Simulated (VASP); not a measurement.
The system is Mo.

```
Mo
1.0
    -1.57342    1.57342    1.57342
     1.57342   -1.57342    1.57342
     1.57342    1.57342   -1.57342
Mo
1
Cartesian
  0.0000 0.0000 0.0000
```

Base run:

| Item | Value |
| --- | --- |
| Program | VASP 6.6.1 |
| Functional | PBE |
| Potentials or basis | VASP PAW PBE potentials, release 64 (Mo_sv) |
| Cutoff | 520 eV |
| k mesh | 12 × 12 × 12 |
| Occupations | gaussian, width 0.1 eV |
| Spin | no spin polarisation |

Its results: band gap on the k mesh none (metal or under the smearing width); pressure 3.9 GPa.

Q: The run is repeated on the same cell with these changes: k mesh from 12 × 12 × 12 to 4 × 4 × 4. What comes out?

A: Band gap on the k mesh none (metal or under the smearing width); pressure 4.7 GPa.

Caveats: some runs use coarse meshes.
